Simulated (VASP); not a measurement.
Crystal: ZnGaP.

```
Zn Ga P
1.0
     4.01594    0.00000    0.00000
    -2.00797    3.47791    0.00000
     0.00000    0.00000    4.40420
Zn Ga P
1 1 1
Direct
  0.00000 0.00000 0.50000
  0.66667 0.33333 0.00000
  0.33333 0.66667 0.50000
```

The cell was built by a generator and needn't be a form met in nature.

- Program: VASP 6.6.1
- Task: relaxation of cell and atoms
- Functional: PBEsol
- Dispersion: D3
- Potentials or basis: VASP PAW PBE potentials, release 64 (Zn, Ga_d, P)
- Cutoff: 600 eV
- k mesh: 8 × 8 × 6
- Occupations: fermi-dirac, width 0.05 eV
- Spin: no spin polarisation

At the start: pressure -3.4 GPa; volume 20.50 Å³/atom.

Task: How do energy, volume and symmetry change on relaxing?

Result: Over 8 steps the energy falls by 24.1 meV/atom and the volume is 18.60 Å³/atom (-9.3 %); space group P-6m2 (No. 187, to 0.05 Å).

The path:
```
step  energy change (eV)  largest force (eV/Å)  pressure (GPa)  volume (Å³)
   1              0.0000                0.0002           -3.43        61.51
   2             -0.0533                0.0001           -0.55        57.68
   3             -0.0536                0.0001           -0.30        57.45
   4             -0.0642                0.0000           -0.03        56.66
   5             -0.0711                0.0002            0.62        55.41
   6             -0.0717                0.0002           -0.42        56.10
   7             -0.0723                0.0000           -0.06        55.81
   8             -0.0723                0.0000            0.03        55.80
```

Final structure:
```cif
data_structure
_symmetry_space_group_name_H-M 'P 1'
_symmetry_Int_Tables_number 1
_cell_length_a 3.9381
_cell_length_b 3.9381
_cell_length_c 4.1549
_cell_angle_alpha 90.000
_cell_angle_beta 90.000
_cell_angle_gamma 120.001
_cell_volume 55.80
loop_
_atom_site_label
_atom_site_type_symbol
_atom_site_fract_x
_atom_site_fract_y
_atom_site_fract_z
_atom_site_occupancy
Zn1 Zn 0.00000 0.00000 0.50000 1
Ga1 Ga 0.66667 0.33333 0.00000 1
P1 P 0.33333 0.66667 0.50000 1
```

Caveat: the PAW data sets were made with another functional, which shifts forces and pressure a little; pairwise dispersion overbinds metals, which lowers pressure and volume.
